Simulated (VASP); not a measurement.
Given:

```
CdMgTe2
1.0
    4.57817     0.00000     0.00000
    0.00000     4.57817     0.00000
    0.00000     0.00000     6.42247
Mg Cd Te
1 1 2
Direct
  0.50000   0.50000   0.50000
  0.00000   0.00000   0.00000
  0.00000   0.50000   0.25439
  0.50000   0.00000   0.74561
```

The numbers are results of PBEsol GGA, VASP's PBE PAW potentials (set 64) (plane waves; VASP), not measurements. Settings: 400 eV cut-off, Gaussian smearing of 0.050 eV, potentials Mg Cd Te.

Unless said otherwise, spin-orbit coupling is left out, though it shifts the bands of the heavy elements here.

Give the energies of bands 8 to 16 at the high-symmetry points, in eV from the valence-band maximum.

```tsv
band	Γ	X	M	Z	R	A
8	-3.72	-3.55	-4.13	-2.74	-4.14	-3.86
9	-1.58	-2.85	-3.30	-1.89	-3.62	-3.10
10	-1.58	-1.92	-1.54	-1.10	-0.74	-2.29
11	-0.04	-1.82	-1.54	-1.10	-0.67	-2.00
12	0.00	-0.76	-1.54	-0.73	-0.50	-1.86
13	0.00	-0.56	-1.52	-0.73	-0.50	-1.86
14	1.44	3.42	2.47	3.15	1.99	4.56
15	2.65	3.92	2.60	3.50	2.93	4.56
16	3.08	5.38	2.60	3.67	5.06	4.58
```

The gap is direct, 1.44 eV, from the valence maximum at Γ to the conduction minimum at Γ.

The structure comes from a computed database's MgCdTe2 entry (P-4m2); how it stands against other phases isn't given here. It was relaxed first.
